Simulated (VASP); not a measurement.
These are PBE GGA, VASP's PBE PAW potentials (set 64) (plane waves; VASP 6.6.1) values and carry that method's errors.

VASP ran on this input.

### INCAR
```
! general
SYSTEM  = Ga
PREC    = Accurate
ENCUT   = 480
LREAL   = .FALSE.
LASPH   = .TRUE.

! electronic loop
EDIFF   = 1E-7
NELM    = 100
ALGO    = Normal
LMAXMIX = 4

! smearing
ISMEAR  = 1
SIGMA   = 0.1

! functional
GGA     = PE

! ions
ISIF    = 2

! output
LWAVE   = .FALSE.
LCHARG  = .FALSE.
```

File POSCAR:
```
Ga
1
    2.2415391348    -3.8735434889     0.0000000000
    2.2415391348     3.8735434889     0.0000000000
    0.0000000000     0.0000000000     4.5939074513
Ga
4
Direct
  0.1557018483   0.8442981517   0.9181997463
  0.3442981517   0.6557018483   0.4181997463
  0.6557018483   0.3442981517   0.5818002537
  0.8442981517   0.1557018483   0.0818002537
```

### KPOINTS
```
Automatic mesh
0
Gamma
8 8 6
0 0 0
```

POTCAR, in this order: Ga_d (PBE.64 set). Program: vasp_std.

Estimate the energy per atom (σ→0), band gap (on the k-mesh).

- energy per atom (σ→0): -2.902 eV/atom
- band gap (on the k-mesh): none (metal, semimetal or under 0.01 eV)

OSZICAR:
```
...
DAV:   8    -0.116075825459E+02    0.91103E-03   -0.13941E-02  5733   0.139E+00    0.468E-02
DAV:   9    -0.116077429276E+02   -0.16038E-03   -0.96678E-04  5925   0.345E-01    0.251E-02
DAV:  10    -0.116077563418E+02   -0.13414E-04   -0.22228E-04  6093   0.170E-01    0.540E-03
DAV:  11    -0.116077567451E+02   -0.40334E-06   -0.37038E-05  6024   0.762E-02    0.405E-03
DAV:  12    -0.116077566145E+02    0.13060E-06   -0.67534E-06  6066   0.285E-02    0.527E-04
DAV:  13    -0.116077567516E+02   -0.13712E-06   -0.81739E-07  6884   0.702E-03    0.468E-04
DAV:  14    -0.116077566762E+02    0.75468E-07   -0.45510E-08  3388   0.204E-03
   1 F= -.11607757E+02 E0= -.11607601E+02  d E =-.466983E-03
```

The compound is Ga in the alpha structure. This cell was strained or had an atom moved on purpose.
